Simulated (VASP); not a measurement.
**Band gap of WS2 (Tungstenite) at several levels of theory**

Aim: the gap of WS2 (Tungstenite) on one structure at many levels of theory. The starting structure is a measured crystal structure from the Crystallography Open Database. The atoms were first relaxed with LDA in that cell, in a run that isn't shown, and the relaxed structure is the one below. Meshes and data sets differ where the inputs say so.

Program: VASP 6.6.1. Level of theory: Kohn-Sham DFT with plane waves and PAW; LDA, PBE, r2SCAN, TB-mBJ, LDA + spin-orbit coupling, r2SCAN + spin-orbit coupling, TB-mBJ + spin-orbit coupling and HSE06. Results are calculated unless marked as measured.

### Step 1. Starting point

The structure is hexagonal, space group P6_3/mmc (No. 194). The conventional cell has a = 3.153 Å, b = 3.153 Å, c = 12.323 Å, α = 90.00°, β = 90.00°, γ = 120.00°. W has 6 S at 2.39 Å nearest. Nearest to S lie 3 W at 2.39 Å. Farther neighbours and most contacts between anions are not listed.

### Step 2. Bands with LDA

LDA, the lowest rung, knows the local density alone.

The input, INCAR:

```
SYSTEM = WS2
PREC = Accurate
ENCUT = 350
EDIFF = 1E-06
NELM = 100
ISMEAR = 0
SIGMA = 0.03
LREAL = .FALSE.
ALGO = Normal
GGA = CA
NBANDS = 34
LASPH = .TRUE.
LORBIT = 11
LWAVE = .FALSE.
LCHARG = .FALSE.
KPAR = 16
```

The input, POSCAR:

```
WS2
1.0
    3.1532000000      0.0000000000      0.0000000000
   -1.5766000000      2.7307513032      0.0000000000
    0.0000000000      0.0000000000     12.3230000000
W S
2 4
Direct
    0.6666666667      0.3333333333      0.7500000000
    0.3333333333      0.6666666667      0.2500000000
    0.6666666667      0.3333333333      0.3760628225
    0.3333333333      0.6666666667      0.8760628225
    0.6666666667      0.3333333333      0.1239371775
    0.3333333333      0.6666666667      0.6239371775
```

The input, KPOINTS:

```
Automatic mesh
0
Gamma
9 9 2
0 0 0
```

The input, KPOINTS_OPT:

```
Line mode
8
Line-mode
Reciprocal
  0.00000000   0.00000000   0.00000000 GAMMA
  0.50000000   0.00000000   0.00000000 M

  0.50000000   0.00000000   0.00000000 M
  0.33333333   0.33333333   0.00000000 K

  0.33333333   0.33333333   0.00000000 K
  0.00000000   0.00000000   0.00000000 GAMMA

  0.00000000   0.00000000   0.00000000 GAMMA
  0.00000000   0.00000000   0.50000000 A

  0.00000000   0.00000000   0.50000000 A
  0.50000000   0.00000000   0.50000000 L

  0.50000000   0.00000000   0.50000000 L
  0.33333333   0.33333333   0.50000000 H

  0.33333333   0.33333333   0.50000000 H
  0.00000000   0.00000000   0.50000000 A

  0.50000000   0.00000000   0.50000000 L
  0.50000000   0.00000000   0.00000000 M

  0.33333333   0.33333333   0.00000000 K
  0.33333333   0.33333333   0.50000000 H
```

PAW data sets: W and S (LDA family, release 64).

Command:

```console
> mpirun -np 16 vasp_std
```

The program printed:

```text
[banner, memory and clock lines left out]
running   16 mpi-ranks, on    1 nodes
 distrk:  each k-point on    1 cores,   16 groups
 distr:  one band on    1 cores,    1 groups

 POSCAR found type information on POSCAR W S
 POSCAR found :  2 types and       6 ions
|                                                                             |
|           W    W    AA    RRRRR   N    N  II  N    N   GGGG   !!!           |
|           W    W   A  A   R    R  NN   N  II  NN   N  G    G  !!!           |
|           W    W  A    A  R    R  N N  N  II  N N  N  G       !!!           |
|           W WW W  AAAAAA  RRRRR   N  N N  II  N  N N  G  GGG   !            |
|           WW  WW  A    A  R   R   N   NN  II  N   NN  G    G                |
|           W    W  A    A  R    R  N    N  II  N    N   GGGG   !!!           |
|                                                                             |
|     For optimal performance we recommend to set                             |
|       NCORE = 2 up to number-of-cores-per-socket                            |
|     NCORE specifies how many cores store one orbital (NPAR=cpu/NCORE).      |
|     This setting can greatly improve the performance of VASP for DFT.       |
|     The default, NCORE=1 might be grossly inefficient on modern             |
|     multi-core architectures or massively parallel machines. Do your        |
|     Unfortunately you need to use the default for GW and RPA                |
|     calculations (for HF NCORE is supported but not extensively tested      |
|     yet).                                                                   |
|                                                                             |

 LDA part: xc-table for (Slater(with rela. corr.)+CA(PZ))
 , standard interpolation
 POSCAR, INCAR and KPOINTS ok, starting setup
 FFT: planning ... GRIDC
 FFT: planning ... GRID_SOFT
 FFT: planning ... GRID
 WAVECAR not read
 entering main loop
       N       E                     dE             d eps       ncg     rms          rms(c)
DAV:   1     0.110651383176E+03    0.11065E+03   -0.12315E+04  1632   0.679E+02
DAV:   2    -0.464065726231E+02   -0.15706E+03   -0.14871E+03  2042   0.176E+02
DAV:   3    -0.553203388885E+02   -0.89138E+01   -0.88054E+01  2102   0.412E+01
DAV:   4    -0.554328615609E+02   -0.11252E+00   -0.11239E+00  2088   0.510E+00
DAV:   5    -0.554347791928E+02   -0.19176E-02   -0.19172E-02  2122   0.647E-01    0.412E+01
DAV:   6    -0.530967700490E+02    0.23380E+01   -0.43762E+00  2230   0.107E+01    0.173E+01
DAV:   7    -0.528078591827E+02    0.28891E+00   -0.15749E+00  1934   0.736E+00    0.907E+00
DAV:   8    -0.526648253504E+02    0.14303E+00   -0.28596E-01  2170   0.312E+00    0.125E+00
DAV:   9    -0.526619807595E+02    0.28446E-02   -0.43999E-02  1912   0.102E+00    0.624E-01
DAV:  10    -0.526599515026E+02    0.20293E-02   -0.11849E-02  2066   0.463E-01    0.307E-01
DAV:  11    -0.526597399269E+02    0.21158E-03   -0.10053E-03  1980   0.156E-01    0.178E-01
DAV:  12    -0.526596932022E+02    0.46725E-04   -0.95504E-05  2058   0.527E-02    0.714E-02
DAV:  13    -0.526596923589E+02    0.84332E-06   -0.17660E-05  1930   0.177E-02    0.174E-02
DAV:  14    -0.526596915063E+02    0.85262E-06   -0.17836E-06  1434   0.725E-03
   1 F= -.52659692E+02 E0= -.52659692E+02  d E =-.199815E-15
 Start KPOINTS_OPT (optional k-point list driver)
k-point batch [1-24\72]
       N       E                     dE             ncg
DAV:   1     0.419450533595E+04   -0.14794E+05     1632
DAV:   2     0.425497298680E+03   -0.37690E+04     2036
DAV:   3     0.214819218467E+03   -0.21068E+03     2110
DAV:   4     0.212295928726E+03   -0.25233E+01     2024
DAV:   5     0.212252594826E+03   -0.43334E-01     2148
DAV:   6     0.212251620810E+03   -0.97402E-03     2100
DAV:   7     0.212251595651E+03   -0.25159E-04     2156
DAV:   8     0.212251594991E+03   -0.65984E-06     1464
[...]
k-point batch [49-72\72]
       N       E                     dE             ncg
DAV:   1     0.401595590691E+04   -0.19932E+05     1632
DAV:   2     0.357055294464E+03   -0.36589E+04     2030
DAV:   3     0.153325801905E+03   -0.20373E+03     2066
DAV:   4     0.151013642314E+03   -0.23122E+01     2028
DAV:   5     0.150976453814E+03   -0.37189E-01     2094
DAV:   6     0.150975642952E+03   -0.81086E-03     2084
DAV:   7     0.150975622209E+03   -0.20743E-04     2102
DAV:   8     0.150975621674E+03   -0.53571E-06     1436
```

It took 28 s on 16 MPI ranks of Intel Xeon Platinum 8375C at 2.90GHz (Ice Lake), shared host; peak memory 3.2 GiB; 4.8 min of CPU time.

The logs omit lines about the potential files and the build; timing stands in the text.

OUTCAR, selected parts (step 2):

```text
ion  position               nearest neighbor table
   1  0.667  0.333  0.750-   4 2.39   6 2.39   4 2.39   6 2.39   4 2.39   6 2.39
   2  0.333  0.667  0.250-   3 2.39   5 2.39   3 2.39   5 2.39   3 2.39   5 2.39
   3  0.667  0.333  0.376-   2 2.39   2 2.39   2 2.39
   4  0.333  0.667  0.876-   1 2.39   1 2.39   1 2.39
   5  0.667  0.333  0.124-   2 2.39   2 2.39   2 2.39
   6  0.333  0.667  0.624-   1 2.39   1 2.39   1 2.39

  LATTYP: Found a hexagonal cell.
 ALAT       =     3.1532000000
 C/A-ratio  =     3.9080933655

 Subroutine GETGRP returns: Found 24 space group operations
 (whereof 12 operations were pure point group operations)

The static configuration has the point symmetry D_3d.
 The point group associated with its full space group is D_6h.

 Found     24 irreducible k-points:

   k-points           NKPTS =     24   k-points in BZ     NKDIM =     24   number of bands    NBANDS=     34

   dimension x,y,z NGX =    20 NGY =   20 NGZ =   80
   dimension x,y,z NGXF=    40 NGYF=   40 NGZF=  160

   ENCUT  =  350.0 eV  25.72 Ry    5.07 a.u.   4.81  4.81 18.80*2*pi/ulx,y,z

   NELECT =      36.0000    total number of electrons

 k-points in reciprocal lattice and weights: Automatic mesh
   0.00000000  0.00000000  0.00000000       0.006
   0.11111111  0.00000000  0.00000000       0.037
   0.22222222  0.00000000  0.00000000       0.037
   0.33333333  0.00000000  0.00000000       0.037
   0.44444444  0.00000000  0.00000000       0.037
   0.11111111  0.11111111  0.00000000       0.037
   0.22222222  0.11111111  0.00000000       0.074
   0.33333333  0.11111111  0.00000000       0.074
   0.44444444  0.11111111  0.00000000       0.037
[...]
0.33333333  0.22222222  0.50000000       0.074
   0.33333333  0.33333333  0.50000000       0.012

 average (electrostatic) potential at core
       1 -40.2666       2 -40.2666       3 -86.1875       4 -86.1875       5 -86.1875
       6 -86.1875

 E-fermi :   6.4844

 k-point     1 :       0.0000    0.0000    0.0000
  band No.  band energies     occupation
    ...
     14       4.0264      2.00000
     15       4.0264      2.00000
     16       4.8478      2.00000
     17       5.0680      2.00000
     18       6.3285      2.00000
     19       8.6013      0.00000
     20       8.6013      0.00000
     21       8.6106      0.00000
     22       8.6106      0.00000
     23       8.7222      0.00000
    ...

 k-point     2 :       0.1111    0.0000    0.0000
  band No.  band energies     occupation
    ...
     14       3.7157      2.00000
     15       4.0611      2.00000
     16       5.0339      2.00000
     17       5.0817      2.00000
     18       5.9243      2.00000
     19       8.2961      0.00000
     20       8.4347      0.00000
     21       8.5172      0.00000
     22       8.5587      0.00000
     23       8.6244      0.00000
    ...

 k-point     3 :       0.2222    0.0000    0.0000
  band No.  band energies     occupation
    ...
     14       3.4843      2.00000
     15       3.8154      2.00000
     16       4.6474      2.00000
     17       4.8325      2.00000
     18       4.9765      2.00000
     19       7.6473      0.00000
     20       8.1945      0.00000
     21       8.4242      0.00000
     22       8.5566      0.00000
     23       8.5962      0.00000
    ...

  Total       -2.0084429     -2.0084429     -0.5992075      0.0000000      0.0000000      0.0000000
  in kB      -30.3263375    -30.3263375     -9.0476902      0.0000000      0.0000000      0.0000000
  external PRESSURE =     -23.2334551 kB  Pullay stress =       0.0000000 kB

  energy-cutoff  :      350.00
  volume of cell :      106.11
      direct lattice vectors                 reciprocal lattice vectors
     3.153200000  0.000000000  0.000000000     0.317138145  0.183099794  0.000000000
    -1.576600000  2.730751303  0.000000000     0.000000000  0.366199587  0.000000000
     0.000000000  0.000000000 12.323000000     0.000000000  0.000000000  0.081149071

 POSITION                                       TOTAL-FORCE (eV/Angst)
 -----------------------------------------------------------------------------------
      1.57660      0.91025      9.24225         0.000000      0.000000      0.000000
     -0.00000      1.82050      3.08075        -0.000000      0.000000      0.000000
      1.57660      0.91025      4.63422        -0.000000      0.000000     -0.001152
     -0.00000      1.82050     10.79572         0.000000      0.000000     -0.001152
      1.57660      0.91025      1.52728        -0.000000     -0.000000      0.001152
     -0.00000      1.82050      7.68878         0.000000     -0.000000      0.001152
 -----------------------------------------------------------------------------------
    total drift:                               -0.000000      0.000000     -0.000000

  FREE ENERGIE OF THE ION-ELECTRON SYSTEM (eV)
  ---------------------------------------------------
  free  energy   TOTEN  =       -52.6596915063 eV

  energy  without entropy=      -52.6596915063  energy(sigma->0) =      -52.65969151

 total charge
# of ion       s       p       d       tot
------------------------------------------
    1        0.574   0.726   4.338   5.638
    2        0.574   0.726   4.338   5.638
    3        1.358   2.356   0.000   3.713
    4        1.358   2.356   0.000   3.713
    5        1.358   2.356   0.000   3.713
    6        1.358   2.356   0.000   3.713
--------------------------------------------------
tot          6.579  10.874   8.676  26.129

[... 3 further parts left out ...]
```

Spin-orbit coupling is off here; with elements this heavy it can split and shift levels by tenths of an eV. At this level the cell is under a tension of 2.3 GPa, so at these settings it is away from equilibrium. The data set W keeps the semicore shell frozen, which is cheaper and a little less accurate.

LDA gives a least gap of 0.950 eV, and a least direct gap of 1.782 eV.

### Step 3. Bands with PBE

PBE, the usual starting point, adds the gradient of the density.

INCAR, as its differences from that of step 2:

```diff
@@ -9,3 +9,3 @@
 ALGO = Normal
-GGA = CA
+GGA = PE
 NBANDS = 34
```

POSCAR is that of step 2.

KPOINTS is that of step 2.

KPOINTS_OPT is that of step 2.

PAW data sets: W and S (PBE family, release 64).

Command:

```console
> mpirun -np 16 vasp_std
```

The program printed:

```text
[banner, memory and clock lines left out]
running   16 mpi-ranks, on    1 nodes
[...]
[... a notice as in an earlier step ...]

 LDA part: xc-table for (Slater+PW92), standard interpolation
 POSCAR, INCAR and KPOINTS ok, starting setup
[...]
entering main loop
       N       E                     dE             d eps       ncg     rms          rms(c)
DAV:   1     0.121412150195E+03    0.12141E+03   -0.12317E+04  1632   0.680E+02
DAV:   2    -0.402516242730E+02   -0.16166E+03   -0.15307E+03  2044   0.186E+02
DAV:   3    -0.499557981518E+02   -0.97042E+01   -0.95783E+01  2142   0.449E+01
DAV:   4    -0.500865997819E+02   -0.13080E+00   -0.13065E+00  2104   0.578E+00
[...]
DAV:  12    -0.473014939763E+02   -0.48510E-04   -0.19855E-04  1910   0.743E-02    0.509E-02
DAV:  13    -0.473014955541E+02   -0.15779E-05   -0.19937E-05  2184   0.264E-02    0.193E-02
DAV:  14    -0.473014959408E+02   -0.38669E-06   -0.30713E-06  1796   0.875E-03
   1 F= -.47301496E+02 E0= -.47301496E+02  d E =-.221731E-16
 Start KPOINTS_OPT (optional k-point list driver)
k-point batch [1-24\72]
       N       E                     dE             ncg
DAV:   1     0.441021432285E+04   -0.14578E+05     1632
DAV:   2     0.517790042584E+03   -0.38924E+04     2044
DAV:   3     0.291297033323E+03   -0.22649E+03     2112
DAV:   4     0.288393736121E+03   -0.29033E+01     2064
DAV:   5     0.288342225225E+03   -0.51511E-01     2142
DAV:   6     0.288341006967E+03   -0.12183E-02     2126
DAV:   7     0.288340975096E+03   -0.31871E-04     2166
DAV:   8     0.288340974236E+03   -0.85969E-06     1508
[...]
k-point batch [49-72\72]
       N       E                     dE             ncg
DAV:   1     0.421950902903E+04   -0.19728E+05     1632
DAV:   2     0.448893850369E+03   -0.37706E+04     2014
DAV:   3     0.227754898805E+03   -0.22114E+03     2078
DAV:   4     0.224993202225E+03   -0.27617E+01     2078
DAV:   5     0.224947484200E+03   -0.45718E-01     2116
DAV:   6     0.224946501993E+03   -0.98221E-03     2070
DAV:   7     0.224946475080E+03   -0.26912E-04     2140
DAV:   8     0.224946474343E+03   -0.73773E-06     1430
```

Wall time 38 s (16 MPI ranks); peak memory 3.5 GiB.

From OUTCAR (step 3):

```text
  Total        3.2010410      3.2010410      4.6062668     -0.0000000      0.0000000     -0.0000000
  in kB       48.3338841     48.3338841     69.5519892     -0.0000000      0.0000000     -0.0000000
  external PRESSURE =      55.4065858 kB  Pullay stress =       0.0000000 kB

 POSITION                                       TOTAL-FORCE (eV/Angst)
 -----------------------------------------------------------------------------------
      1.57660      0.91025      9.24225        -0.000000     -0.000000     -0.000000
     -0.00000      1.82050      3.08075        -0.000000     -0.000000     -0.000000
      1.57660      0.91025      4.63422         0.000000      0.000000      0.441722
     -0.00000      1.82050     10.79572        -0.000000     -0.000000      0.441722
      1.57660      0.91025      1.52728         0.000000      0.000000     -0.441722
     -0.00000      1.82050      7.68878        -0.000000     -0.000000     -0.441722
 -----------------------------------------------------------------------------------
    total drift:                               -0.000000      0.000000     -0.000000

  FREE ENERGIE OF THE ION-ELECTRON SYSTEM (eV)
  ---------------------------------------------------
  free  energy   TOTEN  =       -47.3014959408 eV

  energy  without entropy=      -47.3014959408  energy(sigma->0) =      -47.30149594

[... 2 parts as in an earlier step ...]

[... 1 further part left out ...]
[key lines of the parts left out:]
E-fermi :   6.5984
```

PBE gives a least gap of 1.039 eV, and a least direct gap of 1.792 eV. The least gap is +0.089 eV from that of LDA.

[end of part 1 of 3]

[Lines on the potential files, build, host, timing and source positions are cut from VASP's logs without a mark.]

[Logs are printed without paths, hosts, clocks, repeated set-up lines and the standing remarks that a program may print on its own settings, such as how far it seeks lower states.]

[Hosts, paths, dates, database ids (printed as entryN), source tags and the programs' standing remarks are cut or masked in the printed files.]
